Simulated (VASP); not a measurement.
Given:

```
InSb
1.0
    0.00000     3.22621     3.22621
    3.22621     0.00000     3.22621
    3.22621     3.22621     0.00000
In Sb
1 1
Cartesian
  3.22621   3.22621   0.00000
  1.61311   1.61311   1.61311
```

These are LDA (Ceperley-Alder, Perdew-Zunger), VASP's LDA PAW potentials (set 64) (plane waves; VASP 6.6.1) values and carry that method's errors. Numerical set-up: 520 eV cut-off, 11×11×11 Γ-centred mesh, tetrahedra with Blöchl corrections, potentials In_d Sb.

Unless said otherwise, spin-orbit coupling is left out, though it shifts the bands of the heavy elements here.

Q: What does the run give for the energy per atom (σ→0), band gap (on the k-mesh) with the smallest direct gap where there is one?

A: 
```json
{
  "band gap (on the k-mesh)": "none (metal, semimetal or under 0.01 eV)",
  "energy per atom (σ→0)": "-4.108 eV/atom"
}
```

Total energies compare only between runs with the same potentials, cut-off and functional.

The compound is InSb in the zinc blende structure. It was relaxed first.
